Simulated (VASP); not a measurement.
Level of theory: optB86b-vdW, VASP's PBE PAW potentials (set 64) (plane waves; VASP 6.6.1).

VASP ran on this input.

INCAR:
```
! general
SYSTEM  =SnO
PREC    =Accurate
ENCUT   =520
LREAL   =.FALSE.
LASPH   =.TRUE.

! electronic loop
EDIFF   =1E-6
NELM    =100
ALGO    =Normal
LMAXMIX =4

! smearing
ISMEAR  =1
SIGMA   =0.1

! functional
GGA     =MK
LUSE_VDW=.TRUE.
AGGAC   =0.0
PARAM1  =0.1234
PARAM2  =1.0

! ions
IBRION  =2
NSW     =60
ISIF    =3
EDIFFG  =-0.02

! output
LWAVE   =.FALSE.
LCHARG  =.FALSE.
```

POSCAR:
```
SnO
1.0
  3.7906337445   0.0000000000   0.0000000000
  0.0000000000   3.7906337445   0.0000000000
  0.0000000000   0.0000000000   4.6922624935
Sn O
2 2
direct
  0.5000000000   1.0000000000   0.7516128518
  0.0000000000   0.5000000000   0.2483871482
  0.5000000000   0.5000000000   0.0000000000
  0.0000000000   0.0000000000   0.0000000000
```

### KPOINTS
```
Automatic mesh
0
Gamma
7 7 6
0 0 0
```

POTCAR, in this order: Sn_d O (PBE.64 set). Program: vasp_std.

Energy and stress use the plane-wave basis of the starting cell.

Question: Estimate the energy per atom (σ→0), volume per atom.

Answer: 
```yaml
energy per atom (σ→0): -3.372 eV/atom
volume_per_atom: 17.61 Å³/atom
```

### OSZICAR
```
...
DAV:   1    -0.135007263750E+02   -0.13640E-01   -0.41683E-01  2272   0.807E+00    0.721E-01
DAV:   2    -0.134899521119E+02    0.10774E-01   -0.47127E-02  2416   0.219E+00    0.286E-01
DAV:   3    -0.134880417575E+02    0.19104E-02   -0.41121E-03  2312   0.121E+00    0.132E-01
DAV:   4    -0.134875833129E+02    0.45844E-03   -0.12446E-03  2744   0.587E-01    0.370E-02
DAV:   5    -0.134875699098E+02    0.13403E-04   -0.44987E-04  2656   0.247E-01    0.221E-02
DAV:   6    -0.134875598599E+02    0.10050E-04   -0.74359E-05  2888   0.759E-02    0.633E-03
DAV:   7    -0.134875604149E+02   -0.55500E-06   -0.66087E-06  2088   0.208E-02
  10 F= -.13487560E+02 E0= -.13487628E+02  d E =-.786978E-03
```

The compound is SnO in the litharge structure. This run relaxes it. Symmetry was kept, so distortions that lower it aren't found. The start is the result of an earlier pass.
